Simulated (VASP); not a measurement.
# FeCuSO: magnetic orders, part 4 of 7

Wanted: the lowest of several collinear orders of FeCuSO. The start is a cell from a database of measured crystal structures.

VASP 6.6.1, plane waves and PAW; the level of theory is named at each step.

Still holding for the runs below: The magnetic state follows from one typed start and may not be the lowest. The k-mesh is coarse for a metal.

So far. Step 2 (Relax in the ferromagnetic state): The run ended after 27 ionic steps, 0.459 eV below its first step, once forces and stress met EDIFFG = -0.02. Step 3 (Magnetic order, start order fm, signs ++++): The largest moment at the end is 4.04 μB, and the moments of the cell sum to 9.19 μB. The relaxed cell has a = 3.829, c = 7.562 Å (conventional setting).

## Step 4: Magnetic order, start order AFM 1, signs +-+-

This step: r2SCAN, DFT+U (Cu d 5 eV, Fe d 3 eV), spin-polarised, from moments of both signs; plane waves and PAW (Cu, Fe, S, O) (VASP 6.6.1).

INCAR reads:

```
SYSTEM = FeCuSO
PREC = Normal
ENCUT = 480
EDIFF = 1E-06
NELM = 150
ISMEAR = 0
SIGMA = 0.05
LREAL = .FALSE.
ALGO = Normal
METAGGA = R2SCAN
LASPH = .TRUE.
NBANDS = 45
ISPIN = 2
MAGMOM = 0.6 -0.6 3 -3 0 0 0 0
LDAU = .TRUE.
LDAUTYPE = 2
LDAUL = 2 2 -1 -1
LDAUU = 5 3 0 0
LDAUJ = 0 0 0 0
LDAUPRINT = 1
LMAXMIX = 4
LORBIT = 11
LWAVE = .FALSE.
LCHARG = .TRUE.
AMIX = 0.2
BMIX = 1E-04
AMIX_MAG = 0.8
BMIX_MAG = 1E-04
```

POSCAR reads:

```
FeCuSO
1.0
    3.8289529429      0.0000000000      0.0000000000
    0.0000000000      3.8289529429      0.0000000000
    0.0000000000      0.0000000000      7.5623732574
Cu Fe S O
2 2 2 2
Direct
    0.5000000000      0.5000000000      0.5000000000
    0.0000000000      0.0000000000      0.5000000000
    0.0000000000      0.0000000000      0.0000000000
    0.5000000000      0.5000000000      0.0000000000
    0.0000000000      0.5000000000      0.6737580009
    0.5000000000      0.0000000000      0.3262419991
    0.0000000000      0.5000000000      0.0743867379
    0.5000000000      0.0000000000      0.9256132621
```

KPOINTS reads:

```
Automatic mesh
0
Gamma
5 5 2
0 0 0
```

PAW data sets: Cu, Fe, S and O (PBE family, release 64).

Launch:

```
mpirun -np 1 vasp_std
```

Output:

```text
[... set-up lines as in an earlier step ...]
 entering main loop
       N       E                     dE             d eps       ncg     rms          rms(c)
DAV:   1     0.595765112182E+03    0.59577E+03   -0.26446E+04  2192   0.170E+03
DAV:   2     0.203137248967E+02   -0.57545E+03   -0.53415E+03  2180   0.405E+02
DAV:   3    -0.916582894373E+02   -0.11197E+03   -0.10441E+03  2546   0.195E+02
DAV:   4    -0.998372274933E+02   -0.81789E+01   -0.80698E+01  2840   0.568E+01
DAV:   5    -0.100139390767E+03   -0.30216E+00   -0.30188E+00  3134   0.112E+01    0.352E+01
DAV:   6    -0.805591726024E+02    0.19580E+02   -0.34376E+01  3416   0.108E+02    0.544E+01
DAV:   7    -0.811380111911E+02   -0.57884E+00   -0.76782E+01  3057   0.958E+01    0.287E+01
DAV:   8    -0.778865245487E+02    0.32515E+01   -0.60129E+00  3737   0.560E+01    0.246E+01
DAV:   9    -0.833903898449E+02   -0.55039E+01   -0.30790E+01  3443   0.858E+01    0.513E+01
DAV:  10    -0.785466525353E+02    0.48437E+01   -0.66011E+01  2960   0.696E+01    0.142E+01
DAV:  11    -0.775067661819E+02    0.10399E+01   -0.64780E+00  3078   0.479E+01    0.107E+01
DAV:  12    -0.773980658789E+02    0.10870E+00   -0.29937E+00  3142   0.213E+01    0.508E+00
DAV:  13    -0.772986641274E+02    0.99402E-01   -0.47993E-01  2641   0.715E+00    0.165E+00
DAV:  14    -0.773542168720E+02   -0.55553E-01   -0.50507E-02  3082   0.209E+00    0.170E+00
DAV:  15    -0.773506315790E+02    0.35853E-02   -0.35150E-03  2596   0.518E-01    0.174E+00
DAV:  16    -0.773464303354E+02    0.42012E-02   -0.15368E-03  3676   0.368E-01    0.180E+00
DAV:  17    -0.773336662871E+02    0.12764E-01   -0.32849E-03  3808   0.935E-01    0.165E+00
DAV:  18    -0.773593406866E+02   -0.25674E-01   -0.39996E-01  3208   0.609E+00    0.298E+00
DAV:  19    -0.773515797699E+02    0.77609E-02   -0.34337E-02  2841   0.175E+00    0.201E+00
DAV:  20    -0.773865319821E+02   -0.34952E-01   -0.39212E-02  3256   0.145E+00    0.313E+00
DAV:  21    -0.773963502353E+02   -0.98183E-02   -0.16011E-02  3636   0.221E+00    0.323E+00
DAV:  22    -0.773622303867E+02    0.34120E-01   -0.68993E-02  3168   0.356E+00    0.101E+00
DAV:  23    -0.774033144128E+02   -0.41084E-01   -0.89129E-02  3296   0.521E+00    0.222E+00
DAV:  24    -0.773770145247E+02    0.26300E-01   -0.33662E-02  3138   0.228E+00    0.138E+00
DAV:  25    -0.773775963848E+02   -0.58186E-03   -0.12004E-03  3268   0.429E-01    0.128E+00
DAV:  26    -0.773714673607E+02    0.61290E-02   -0.20624E-02  3227   0.230E+00    0.365E-01
DAV:  27    -0.773723436646E+02   -0.87630E-03   -0.40113E-03  2712   0.544E-01    0.289E-01
DAV:  28    -0.773722378640E+02    0.10580E-03   -0.12725E-03  2809   0.455E-01    0.166E-01
DAV:  29    -0.773722270363E+02    0.10828E-04   -0.25966E-04  3042   0.271E-01    0.623E-02
DAV:  30    -0.773723292076E+02   -0.10217E-03   -0.18936E-04  2948   0.165E-01    0.145E-01
DAV:  31    -0.773722220181E+02    0.10719E-03   -0.11137E-04  3076   0.133E-01    0.311E-02
DAV:  32    -0.773722383776E+02   -0.16359E-04   -0.17277E-05  3313   0.992E-02    0.917E-03
DAV:  33    -0.773722421450E+02   -0.37674E-05   -0.11161E-05  3019   0.518E-02    0.303E-02
DAV:  34    -0.773722404107E+02    0.17343E-05   -0.24875E-06  2301   0.323E-02    0.188E-02
DAV:  35    -0.773722404877E+02   -0.77011E-07   -0.11225E-06  1506   0.105E-02
   1 F= -.77372240E+02 E0= -.77368289E+02  d E =-.790270E-02  mag=    -0.0000
```

Wall time 3.9 min (1 MPI rank of Intel Xeon 6975P-C (Granite Rapids), shared host); peak memory 0.25 GiB.

From OUTCAR (step 4):

```text
 Found     12 irreducible k-points:

   NELECT =      62.0000    total number of electrons

atom =   1  type =  1  l = 2

 onsite density matrix

spin component  1

  0.9547 -0.0000  0.0000 -0.0000 -0.0000
 -0.0000  0.9319 -0.0000 -0.0000  0.0000
  0.0000 -0.0000  0.9544 -0.0000  0.0000
 -0.0000 -0.0000 -0.0000  0.9319 -0.0000
 -0.0000  0.0000  0.0000 -0.0000  0.9441

spin component  2

  0.9456  0.0000 -0.0000  0.0000  0.0000
  0.0000  0.9326  0.0000  0.0000 -0.0000
 -0.0000  0.0000  0.9532  0.0000  0.0000
  0.0000  0.0000  0.0000  0.9326  0.0000
  0.0000 -0.0000  0.0000  0.0000  0.9465

 occupancies and eigenvectors

  o =  0.9319  v =  0.0000  0.6274 -0.0000 -0.7787 -0.0000  0.0000  0.0000  0.0000  0.0000  0.0000      0.0000  0.0000  0.0000  0.0000  0.0000  0.0000  0.0000  0.0000  0.0000  0.0000
  o =  0.9319  v =  0.0000  0.7787 -0.0000  0.6274 -0.0000  0.0000  0.0000  0.0000  0.0000  0.0000      0.0000  0.0000  0.0000  0.0000  0.0000  0.0000  0.0000  0.0000  0.0000  0.0000
  o =  0.9326  v =  0.0000  0.0000  0.0000  0.0000  0.0000  0.0000 -0.9288 -0.0000  0.3706 -0.0000      0.0000  0.0000  0.0000  0.0000  0.0000  0.0000  0.0000  0.0000  0.0000  0.0000
  o =  0.9326  v =  0.0000  0.0000  0.0000  0.0000  0.0000  0.0000  0.3706  0.0000  0.9288  0.0000      0.0000  0.0000  0.0000  0.0000  0.0000  0.0000  0.0000  0.0000  0.0000  0.0000
  o =  0.9441  v =  0.0000 -0.0000 -0.0000 -0.0000 -1.0000  0.0000  0.0000  0.0000  0.0000  0.0000      0.0000  0.0000  0.0000  0.0000  0.0000  0.0000  0.0000  0.0000  0.0000  0.0000
  o =  0.9456  v =  0.0000  0.0000  0.0000  0.0000  0.0000  1.0000  0.0000  0.0000  0.0000  0.0000      0.0000  0.0000  0.0000  0.0000  0.0000  0.0000  0.0000  0.0000  0.0000  0.0000
  o =  0.9465  v =  0.0000  0.0000  0.0000  0.0000  0.0000  0.0000  0.0000 -0.0000  0.0000 -1.0000      0.0000  0.0000  0.0000  0.0000  0.0000  0.0000  0.0000  0.0000  0.0000  0.0000
  o =  0.9532  v =  0.0000  0.0000  0.0000  0.0000  0.0000  0.0000 -0.0000  1.0000 -0.0000 -0.0000      0.0000  0.0000  0.0000  0.0000  0.0000  0.0000  0.0000  0.0000  0.0000  0.0000
  o =  0.9544  v =  0.0000  0.0000  1.0000 -0.0000 -0.0000  0.0000  0.0000  0.0000  0.0000  0.0000      0.0000  0.0000  0.0000  0.0000  0.0000  0.0000  0.0000  0.0000  0.0000  0.0000
  o =  0.9547  v =  1.0000  0.0000  0.0000  0.0000  0.0000  0.0000  0.0000  0.0000  0.0000  0.0000      0.0000  0.0000  0.0000  0.0000  0.0000  0.0000  0.0000  0.0000  0.0000  0.0000

atom =   2  type =  1  l = 2

 onsite density matrix

spin component  1

  0.9456  0.0000 -0.0000  0.0000  0.0000
  0.0000  0.9326 -0.0000 -0.0000  0.0000
 -0.0000 -0.0000  0.9532  0.0000  0.0000
  0.0000 -0.0000  0.0000  0.9326  0.0000
  0.0000  0.0000  0.0000  0.0000  0.9465

spin component  2

  0.9547 -0.0000  0.0000 -0.0000 -0.0000
 -0.0000  0.9319 -0.0000  0.0000 -0.0000
  0.0000 -0.0000  0.9544 -0.0000  0.0000
 -0.0000  0.0000 -0.0000  0.9319 -0.0000
 -0.0000 -0.0000  0.0000 -0.0000  0.9441

 occupancies and eigenvectors

  o =  0.9319  v =  0.0000  0.0000  0.0000  0.0000  0.0000  0.0000  0.0123  0.0000  0.9999 -0.0000      0.0000  0.0000  0.0000  0.0000  0.0000  0.0000  0.0000  0.0000  0.0000  0.0000
  o =  0.9319  v =  0.0000  0.0000  0.0000  0.0000  0.0000  0.0000 -0.9999 -0.0000  0.0123  0.0000      0.0000  0.0000  0.0000  0.0000  0.0000  0.0000  0.0000  0.0000  0.0000  0.0000
  o =  0.9326  v =  0.0000 -0.9877  0.0000  0.1566 -0.0000  0.0000  0.0000  0.0000  0.0000  0.0000      0.0000  0.0000  0.0000  0.0000  0.0000  0.0000  0.0000  0.0000  0.0000  0.0000
  o =  0.9326  v =  0.0000 -0.1566 -0.0000 -0.9877 -0.0000  0.0000  0.0000  0.0000  0.0000  0.0000      0.0000  0.0000  0.0000  0.0000  0.0000  0.0000  0.0000  0.0000  0.0000  0.0000
  o =  0.9441  v =  0.0000  0.0000  0.0000  0.0000  0.0000  0.0000 -0.0000 -0.0000  0.0000 -1.0000      0.0000  0.0000  0.0000  0.0000  0.0000  0.0000  0.0000  0.0000  0.0000  0.0000
  o =  0.9456  v =  1.0000  0.0000  0.0000  0.0000  0.0000  0.0000  0.0000  0.0000  0.0000  0.0000      0.0000  0.0000  0.0000  0.0000  0.0000  0.0000  0.0000  0.0000  0.0000  0.0000
  o =  0.9465  v =  0.0000  0.0000 -0.0000  0.0000 -1.0000  0.0000  0.0000  0.0000  0.0000  0.0000      0.0000  0.0000  0.0000  0.0000  0.0000  0.0000  0.0000  0.0000  0.0000  0.0000
  o =  0.9532  v =  0.0000 -0.0000 -1.0000  0.0000  0.0000  0.0000  0.0000  0.0000  0.0000  0.0000      0.0000  0.0000  0.0000  0.0000  0.0000  0.0000  0.0000  0.0000  0.0000  0.0000
  o =  0.9544  v =  0.0000  0.0000  0.0000  0.0000  0.0000  0.0000 -0.0000  1.0000 -0.0000 -0.0000      0.0000  0.0000  0.0000  0.0000  0.0000  0.0000  0.0000  0.0000  0.0000  0.0000
  o =  0.9547  v =  0.0000  0.0000  0.0000  0.0000  0.0000  1.0000  0.0000  0.0000  0.0000  0.0000      0.0000  0.0000  0.0000  0.0000  0.0000  0.0000  0.0000  0.0000  0.0000  0.0000

atom =   3  type =  2  l = 2

 onsite density matrix

spin component  1

  0.9791  0.0000  0.0000  0.0000 -0.0000
  0.0000  0.9794  0.0000  0.0000  0.0000
  0.0000  0.0000  0.9749 -0.0000 -0.0000
  0.0000  0.0000 -0.0000  0.9794  0.0000
 -0.0000  0.0000 -0.0000  0.0000  1.0381

spin component  2

  0.3367  0.0000  0.0000 -0.0000  0.0000
  0.0000  0.0864 -0.0000  0.0000 -0.0000
  0.0000 -0.0000  0.2715  0.0000  0.0000
 -0.0000  0.0000  0.0000  0.0864 -0.0000
  0.0000 -0.0000  0.0000 -0.0000  0.2052

 occupancies and eigenvectors

[...]
0.0000  0.9794 -0.0000  0.0000  0.0000
  0.0000 -0.0000  0.9749 -0.0000  0.0000
  0.0000  0.0000 -0.0000  0.9794 -0.0000
 -0.0000  0.0000  0.0000 -0.0000  1.0381

 occupancies and eigenvectors

  o =  0.0864  v =  0.0000 -0.9773  0.0000 -0.2118  0.0000  0.0000  0.0000  0.0000  0.0000  0.0000      0.0000  0.0000  0.0000  0.0000  0.0000  0.0000  0.0000  0.0000  0.0000  0.0000
  o =  0.0864  v =  0.0000 -0.2118 -0.0000  0.9773  0.0000  0.0000  0.0000  0.0000  0.0000  0.0000      0.0000  0.0000  0.0000  0.0000  0.0000  0.0000  0.0000  0.0000  0.0000  0.0000
  o =  0.2052  v =  0.0000  0.0000 -0.0000 -0.0000  1.0000  0.0000  0.0000  0.0000  0.0000  0.0000      0.0000  0.0000  0.0000  0.0000  0.0000  0.0000  0.0000  0.0000  0.0000  0.0000
  o =  0.2715  v =  0.0000 -0.0000 -1.0000  0.0000 -0.0000  0.0000  0.0000  0.0000  0.0000  0.0000      0.0000  0.0000  0.0000  0.0000  0.0000  0.0000  0.0000  0.0000  0.0000  0.0000
  o =  0.3367  v =  1.0000  0.0000  0.0000  0.0000  0.0000  0.0000  0.0000  0.0000  0.0000  0.0000      0.0000  0.0000  0.0000  0.0000  0.0000  0.0000  0.0000  0.0000  0.0000  0.0000
  o =  0.9749  v =  0.0000  0.0000  0.0000  0.0000  0.0000  0.0000 -0.0000  1.0000 -0.0000 -0.0000      0.0000  0.0000  0.0000  0.0000  0.0000  0.0000  0.0000  0.0000  0.0000  0.0000
  o =  0.9791  v =  0.0000  0.0000  0.0000  0.0000  0.0000  1.0000  0.0000  0.0000  0.0000  0.0000      0.0000  0.0000  0.0000  0.0000  0.0000  0.0000  0.0000  0.0000  0.0000  0.0000
  o =  0.9794  v =  0.0000  0.0000  0.0000  0.0000  0.0000  0.0000  0.7343 -0.0000 -0.6789 -0.0000      0.0000  0.0000  0.0000  0.0000  0.0000  0.0000  0.0000  0.0000  0.0000  0.0000
  o =  0.9794  v =  0.0000  0.0000  0.0000  0.0000  0.0000  0.0000 -0.6789 -0.0000 -0.7343  0.0000      0.0000  0.0000  0.0000  0.0000  0.0000  0.0000  0.0000  0.0000  0.0000  0.0000
  o =  1.0381  v =  0.0000  0.0000  0.0000  0.0000  0.0000  0.0000  0.0000  0.0000 -0.0000  1.0000      0.0000  0.0000  0.0000  0.0000  0.0000  0.0000  0.0000  0.0000  0.0000  0.0000

 E-fermi :   4.8071

 spin component 1
 k-point     1 :       0.0000    0.0000    0.0000
  band No.  band energies     occupation
    ...
     25       2.4364      1.00000
     26       2.6156      1.00000
     27       3.2324      1.00000
     28       3.2324      1.00000
     29       4.4352      1.00000
     30       4.8163      0.39743
     31       5.1025      0.00000
     32       5.1025      0.00000
     33       5.2064      0.00000
     34       6.4733      0.00000
    ...

 k-point     2 :       0.2000    0.0000    0.0000
  band No.  band energies     occupation
    ...
     27       2.5362      1.00000
     28       3.6702      1.00000
     29       4.2950      1.00000
     30       4.6082      1.00000
     31       4.6680      0.99996
     32       5.0704      0.00000
     33       5.1630      0.00000
     34       6.1398      0.00000
     35       6.4297      0.00000
     36       7.2031      0.00000
    ...

 k-point     3 :       0.4000    0.0000    0.0000
  band No.  band energies     occupation
    ...
     27       2.2644      1.00000
     28       3.8188      1.00000
     29       4.2671      1.00000
     30       4.2967      1.00000
     31       4.7409      0.96956
     32       5.0352      0.00000
     33       5.2056      0.00000
     34       6.1083      0.00000
     35       6.3410      0.00000
     36       7.2633      0.00000
    ...

 k-point     4 :       0.2000    0.2000    0.0000
  band No.  band energies     occupation
    ...
     28       3.1921      1.00000
     29       4.2856      1.00000
     30       4.3021      1.00000
     31       4.4670      1.00000
     32       4.7852      0.73236
     33       5.1662      0.00000
     34       6.0072      0.00000
     35       6.1917      0.00000
     36       7.5832      0.00000
     37       9.3258      0.00000
    ...

  Total        1.0988105      1.0988105     -1.3465235      0.0000000      0.0000000      0.0000000
  in kB       15.8787096     15.8787096    -19.4583650      0.0000000      0.0000000      0.0000000
  external PRESSURE =       4.0996847 kB  Pullay stress =       0.0000000 kB

 POSITION                                       TOTAL-FORCE (eV/Angst)
 -----------------------------------------------------------------------------------
      1.91448      1.91448      3.78119        -0.000000      0.000000      0.000000
      0.00000      0.00000      3.78119        -0.000000     -0.000000      0.000000
      0.00000      0.00000      0.00000        -0.000000      0.000000      0.000000
      1.91448      1.91448      0.00000        -0.000000      0.000000      0.000000
      0.00000      1.91448      5.09521        -0.000000      0.000000      0.151637
      1.91448      0.00000      2.46716         0.000000     -0.000000     -0.151637
      0.00000      1.91448      0.56254        -0.000000      0.000000     -0.170549
      1.91448      0.00000      6.99983        -0.000000      0.000000      0.170549
 -----------------------------------------------------------------------------------
    total drift:                                0.000000      0.000000      0.000000

  FREE ENERGIE OF THE ION-ELECTRON SYSTEM (eV)
  ---------------------------------------------------
  free  energy   TOTEN  =       -77.3722404877 eV

  energy  without entropy=      -77.3643377910  energy(sigma->0) =      -77.36828914

 total charge
# of ion       s       p       d       tot
------------------------------------------
    1        0.357   0.381   9.404  10.141
    2        0.357   0.381   9.404  10.141
    3        0.346   0.467   5.915   6.727
    4        0.346   0.467   5.915   6.727
    5        1.322   2.383   0.000   3.705
    6        1.322   2.383   0.000   3.705
    7        1.571   3.503   0.000   5.074
    8        1.571   3.503   0.000   5.074
--------------------------------------------------
tot          7.190  13.466  30.638  51.294

 magnetization (x)
# of ion       s       p       d       tot
------------------------------------------
    1       -0.004  -0.009   0.007  -0.007
    2        0.004   0.009  -0.007   0.007
    3        0.037   0.043   3.961   4.041
    4       -0.037  -0.043  -3.961  -4.041
    5        0.000   0.000   0.000   0.000
    6        0.000   0.000   0.000   0.000
    7        0.000   0.000   0.000   0.000
    8        0.000   0.000   0.000   0.000
--------------------------------------------------
tot         -0.000   0.000   0.000   0.000

[... 9 parts as in an earlier step ...]

[... 4 further parts left out ...]
```

Numbers from this step:

```yaml
electronic_cycles: 35
free_energy_toten: -77.3722 eV
energy_at_zero_smearing: -77.3683 eV
fermi_energy: 4.807 eV
```

Spin moment in the PAW sphere by atom:

```tsv
atom	spin moment in the PAW sphere (μB)
Cu1	-0.01
Cu2	0.01
Fe3	4.04
Fe4	-4.04
S5	0.00
S6	0.00
O7	0.00
O8	0.00
```

Force by atom:

```tsv
atom	x (eV/Å)	y (eV/Å)	z (eV/Å)	size
Cu1	0.000	0.000	0.000	0.000
Cu2	0.000	0.000	0.000	0.000
Fe3	0.000	0.000	0.000	0.000
Fe4	0.000	0.000	0.000	0.000
S5	0.000	0.000	0.152	0.152
S6	0.000	0.000	-0.152	0.152
O7	0.000	0.000	-0.171	0.171
O8	0.000	0.000	0.171	0.171
```

Spin density in the ac plane at fractional y = 0.000, with atoms of Cu and Fe and S and O within 0.2 Å of it.

Ten even steps from '0' (0.0 e/Å³) to '9' (5.7 e/Å³), each cell a mean:
```
75200000000036
22000000000012
00000000000000
00000000000000
00000000000000
00000000000000
00000000000000
00000000000000
00000000000000
00000000000000
00000000000000
00000000000000
00000000000000
00000000000000
00000000000000
00000000000000
00000000000000
00000000000000
00000000000000
00000000000000
00000000000000
11000000000001
64100000000024
97200000000038
```
Columns run along a (3.8 Å), rows up along c (7.6 Å). Atoms in or near the plane, at fractional coordinates: Cu at (0.00, 0.50), Fe at (0.00, 0.00), S at (0.50, 0.33), O at (0.50, 0.93).

Valence density in the ac plane at fractional y = 0.000, with atoms of Cu and Fe and S and O within 0.2 Å of it. It is the smooth field of the valence electrons, not physical close to the nuclei.

Values in e/Å³, 24 rows by 14 columns, each cell a mean:
```
 6  4  2  1  1  2  5  6  4  2  1  1  2  5
 2  2  1  0  1  3  6  8  5  2  1  0  1  2
 0  0  0  0  1  2  4  5  4  1  1  0  0  0
 0  0  0  0  0  1  1  2  1  1  0  0  0  0
 0  0  0  0  0  0  0  0  0  0  0  0  0  0
 0  0  0  0  0  0  0  0  0  0  0  0  0  0
 0  0  0  0  0  0  0  0  0  0  0  0  0  0
 0  0  0  0  0  0  0  0  0  0  0  0  0  0
 0  0  0  0  0  0  0  0  0  0  0  0  0  0
 2  1  0  0  0  0  0  0  0  0  0  0  1  1
 9  6  2  0  0  0  0  0  0  0  0  1  3  7
16 11  3  1  0  0  0  0  0  0  0  1  5 12
12  8  2  1  0  0  0  0  0  0  0  1  4  9
 4  3  1  0  1  1  1  1  1  1  1  1  1  3
 1  0  0  0  1  1  1  1  1  1  1  0  0  0
 0  0  0  0  1  1  0  0  1  1  1  0  0  0
 0  0  0  0  1  1  1  0  1  1  1  0  0  0
 0  0  0  0  1  1  1  1  1  1  1  0  0  0
 0  0  0  0  0  1  1  1  1  1  0  0  0  0
 0  0  0  0  0  0  0  0  0  0  0  0  0  0
 0  0  0  0  0  0  0  0  0  0  0  0  0  0
 1  1  0  0  0  0  0  0  0  0  0  0  0  1
 5  3  1  0  0  0  0  0  0  0  0  0  2  4
 8  5  2  1  0  1  1  2  1  1  0  1  3  6
```
Columns run along a (3.8 Å), rows up along c (7.6 Å). Atoms in or near the plane, at fractional coordinates: Cu at (0.00, 0.50), Fe at (0.00, 0.00), S at (0.50, 0.33), O at (0.50, 0.93).

The largest moment at the end is 4.04 μB, and the moments of the cell sum to 0.00 μB.

(Continued in part 5 of 7.)

[Lines on the potential files, build, host, timing and source positions are cut from VASP's logs without a mark.]

[Logs are printed without paths, hosts, clocks, repeated set-up lines and the standing remarks that a program may print on its own settings, such as how far it seeks lower states.]

[Hosts, paths, dates, database ids (printed as entryN), source tags and the programs' standing remarks are cut or masked in the printed files.]

[In band tables of VASP the shares of atoms and orbitals are scaled to a sum of 1 inside the atoms' spheres.]

[Runs that stopped without an error message from VASP are left out.]
